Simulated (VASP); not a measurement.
An input for Quantum ESPRESSO's pw.x (written as the equivalent of a VASP run, and not itself run):

```
&CONTROL
  calculation = 'vc-relax'
  pseudo_dir = './pseudo'
  outdir = './out'
  tprnfor = .true.
  tstress = .true.
  nstep = 60
  forc_conv_thr = 0.00039
/
&SYSTEM
  ibrav = 0
  nat = 2
  ntyp = 2
  ecutwfc = 74
  occupations = 'smearing'
  smearing = 'gaussian'
  degauss = 0.003675
  input_dft = 'pbe'
  vdw_corr = 'grimme-d3'
  dftd3_version = 4
  dftd3_threebody = .false.
/
&ELECTRONS
  conv_thr = 7.3e-08
  electron_maxstep = 100
/
&IONS
/
&CELL
/
ATOMIC_SPECIES
  Li 6.940 Li.upf
  Br 79.904 Br.upf
CELL_PARAMETERS angstrom
     0.0000000    2.6884983    2.6884983
     2.6884983    0.0000000    2.6884983
     2.6884983    2.6884983    0.0000000
ATOMIC_POSITIONS crystal
  Li   1.0000000  0.0000000  0.0000000
  Br   0.5000000  0.5000000  0.5000000
K_POINTS automatic
  8 8 8 0 0 0
```

Q: Translate this input to VASP (INCAR, KPOINTS, POSCAR, choice of POTCAR).

A: Several could match; the one computed here: 
POSCAR:
```
LiBr
1
    0.0000000000     2.6884982502     2.6884982502
    2.6884982502     0.0000000000     2.6884982502
    2.6884982502     2.6884982502     0.0000000000
Li Br
1 1
Direct
  1.0000000000   0.0000000000   0.0000000000
  0.5000000000   0.5000000000   0.5000000000
```

INCAR:
```
ALGO  =  Normal
EDIFF  =  1E-6
EDIFFG  =  -0.01
ENCUT  =  520
GGA  =  PE
IBRION  =  2
ISIF  =  3
ISMEAR  =  0
IVDW  =  12
LASPH  =  .TRUE.
LCHARG  =  .FALSE.
LMAXMIX  =  4
LREAL  =  .FALSE.
LWAVE  =  .FALSE.
NELM  =  100
NSW  =  60
PREC  =  Accurate
SIGMA  =  0.05
SYSTEM  =  LiBr
```

KPOINTS:
```
Automatic mesh
0
Gamma
8 8 8
0 0 0
```

POTCAR, in this order: Li_sv Br (PBE.64 set). Program: vasp_std.

The two are equivalent in intent, not identical: the potentials are each code's own (VASP's PAW set, PseudoDojo norm-conserving files in pw.x), so ENCUT and ecutwfc are chosen apart and not converted; conv_thr bounds pw.x's estimated SCF error, while EDIFF bounds the energy change between steps; forc_conv_thr acts on force components and is met together with etot_conv_thr.

The compound is LiBr in the rock salt structure. It was relaxed first, which changed the volume by -7 %. The start is the result of an earlier pass.
